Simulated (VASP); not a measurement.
Data:

```
Pd2SrP2
1.0
   -2.10286     2.10286     4.85264
    2.10286    -2.10286     4.85264
    2.10286     2.10286    -4.85264
Sr P Pd
1 2 2
Direct
  0.00000   0.00000   0.00000
  0.61549   0.61549   0.00000
  0.38451   0.38451   0.00000
  0.75000   0.25000   0.50000
  0.25000   0.75000   0.50000
```

All values below come from PBEsol GGA, VASP's PBE PAW potentials (set 64) (plane waves; VASP). Settings: 400 eV cut-off, Gaussian smearing of 0.050 eV, potentials Sr_sv P Pd.

Problem. Give the energies of bands 10 to 23 at the high-symmetry points, in eV from the Fermi level.

Solution. 
```
band      Γ      X      P      N      M      S      R
----  -----  -----  -----  -----  -----  -----  -----
10    -4.72  -4.58  -4.32  -4.58  -4.68  -4.80  -4.64
11    -3.61  -4.02  -4.32  -4.31  -4.25  -4.62  -4.06
12    -3.61  -3.84  -3.74  -4.04  -4.25  -3.89  -3.78
13    -3.57  -3.71  -3.62  -3.54  -4.22  -3.81  -3.74
14    -2.90  -3.50  -3.62  -3.39  -3.38  -3.51  -3.55
15    -2.76  -3.13  -3.06  -3.33  -2.25  -3.17  -3.30
16    -2.26  -2.71  -2.69  -3.32  -1.63  -3.13  -2.92
17    -1.54  -2.67  -2.69  -3.04  -1.63  -3.01  -2.72
18    -1.54  -2.23  -1.96  -1.96  -1.25  -0.92  -1.98
19    -1.25  -1.41  -1.96  -0.95  -0.78  -0.83  -1.02
20     0.06  -1.03  -0.74   0.50   1.42  -0.37  -0.92
21     0.06  -0.65  -0.74   1.50   1.62   1.72  -0.59
22     0.42   1.67   1.36   1.55   2.54   2.86   1.82
23     2.63   4.20   4.75   3.10   2.54   2.99   4.17
```

It has no gap at this level: it comes out as a metal or semimetal.

The structure comes from a computed database's Pd2SrP2 entry (I4/mmm); how it stands against other phases isn't given here. It was relaxed first.
